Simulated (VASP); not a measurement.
An input for Quantum ESPRESSO's pw.x (written as the equivalent of a VASP run, and not itself run):

```
&CONTROL
  calculation = 'vc-relax'
  pseudo_dir = './pseudo'
  outdir = './out'
  tprnfor = .true.
  tstress = .true.
  nstep = 60
  forc_conv_thr = 0.00039
/
&SYSTEM
  ibrav = 0
  nat = 2
  ntyp = 2
  ecutwfc = 84
  occupations = 'smearing'
  smearing = 'gaussian'
  degauss = 0.003675
  input_dft = 'pbe'
  vdw_corr = 'grimme-d3'
  dftd3_version = 3
  dftd3_threebody = .false.
/
&ELECTRONS
  conv_thr = 7.3e-08
  electron_maxstep = 100
/
&IONS
/
&CELL
/
ATOMIC_SPECIES
  Ga 69.723 Ga.upf
  N 14.007 N.upf
CELL_PARAMETERS angstrom
     0.0000000    2.2600000    2.2600000
     2.2600000    0.0000000    2.2600000
     2.2600000    2.2600000    0.0000000
ATOMIC_POSITIONS crystal
  Ga   0.0000000  0.0000000  0.0000000
  N    0.2500000  0.2500000  0.2500000
K_POINTS automatic
  9 9 9 0 0 0
```

Question: Write the VASP files for the same calculation (PBE-D3 (zero damping)).

Answer: Several could match; the one computed here: 
File KPOINTS:
```
Automatic mesh
0
Gamma
9 9 9
0 0 0
```

### INCAR
```
SYSTEM = GaN
PREC = Accurate
ENCUT = 520
EDIFF = 1E-6
NELM = 100
ALGO = Normal
LREAL = .FALSE.
LASPH = .TRUE.
ISMEAR = 0
SIGMA = 0.05
GGA = PE
IVDW = 11
LMAXMIX = 4
LWAVE = .FALSE.
LCHARG = .FALSE.
IBRION = 2
ISIF = 3
NSW = 60
EDIFFG = -0.01
```

File POSCAR:
```
GaN
1
    0.0000000000     2.2600000000     2.2600000000
    2.2600000000     0.0000000000     2.2600000000
    2.2600000000     2.2600000000     0.0000000000
Ga N
1 1
Direct
  0.0000000000   0.0000000000   0.0000000000
  0.2500000000   0.2500000000   0.2500000000
```

POTCAR, in this order: Ga_d N (PBE.64 set). Program: vasp_std.

Limits of the translation: the potentials are each code's own (VASP's PAW set, PseudoDojo norm-conserving files in pw.x), so ENCUT and ecutwfc are chosen apart and not converted; conv_thr bounds pw.x's estimated SCF error, while EDIFF bounds the energy change between steps; forc_conv_thr acts on force components and is met together with etot_conv_thr.

The compound is GaN in the zinc blende structure, a metastable form; wurtzite is the usual one. This run relaxes it. Symmetry was kept, so distortions that lower it aren't found.
